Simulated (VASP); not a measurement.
Method: revPBE GGA, VASP's PBE PAW potentials (set 64) (plane waves; VASP 6.6.1).

The input files of a VASP run:

**POSCAR**
```
CuAu
1
    2.8867777878     0.0000000000     0.0000000000
    0.0000000000     2.8867777878     0.0000000000
    0.0000000000     0.0000000000     3.7935416538
Cu Au
1 1
Direct
  0.0000000000   0.0000000000   0.0000000000
  0.5000000000   0.5000000000   0.5000000000
```

**KPOINTS**
```
kpoints
0
G
13 13 10
0 0 0
```

**INCAR**
```
! general
SYSTEM  = CuAu
PREC    = Accurate
ENCUT   = 520   ! plane-wave cut-off (eV)
LREAL   = .FALSE.   ! projection in real space or not
LASPH   = .TRUE.   ! aspherical one-centre terms

! electronic loop
EDIFF   = 1E-7
NELM    = 100
ALGO    = Normal   ! blocked Davidson
LMAXMIX = 6

! smearing
ISMEAR  = 1   ! Methfessel-Paxton
SIGMA   = 0.1   ! width (eV)

! functional
GGA     = RE   ! revPBE

! ions
IBRION  = 2   ! conjugate gradients
NSW     = 30
ISIF    = 4   ! ions and shape, fixed volume
EDIFFG  = -0.01   ! ionic stop

! output
LWAVE   = .FALSE.
LCHARG  = .FALSE.
```

POTCAR, in this order: Cu Au (PBE.64 set). Program: vasp_std.

Unless said otherwise, spin-orbit coupling is left out, though it shifts the bands of the heavy elements here.

Q: Predict the energy per atom (σ→0), band gap (on the k-mesh).

A: 
```
Property                                                    Result
------------------------  ----------------------------------------
energy per atom (σ→0)                               -3.098 eV/atom
band gap (on the k-mesh)  none (metal, semimetal or under 0.01 eV)
```

**OSZICAR**
```
...
DAV:   1    -0.619771965187E+01   -0.14197E-02   -0.71683E-02  5488   0.256E+00    0.244E-01
DAV:   2    -0.619683539381E+01    0.88426E-03   -0.12377E-03  7334   0.912E-01    0.147E-01
DAV:   3    -0.619654135238E+01    0.29404E-03   -0.14312E-03  6259   0.125E+00    0.108E-01
DAV:   4    -0.619636482539E+01    0.17653E-03   -0.74317E-04  6298   0.891E-01    0.182E-02
DAV:   5    -0.619636673637E+01   -0.19110E-05   -0.24973E-05  5541   0.539E-02    0.124E-02
DAV:   6    -0.619636685142E+01   -0.11506E-06   -0.25336E-06  7441   0.384E-02    0.283E-03
DAV:   7    -0.619636675489E+01    0.96531E-07   -0.54932E-07  5342   0.240E-02
   3 F= -.61963668E+01 E0= -.61963033E+01  d E =-.115804E-03
```

The compound is CuAu in the L1_0 structure. This cell is one point of a volume scan, at 1.03 of the reference volume. Symmetry was kept, so distortions that lower it aren't found.
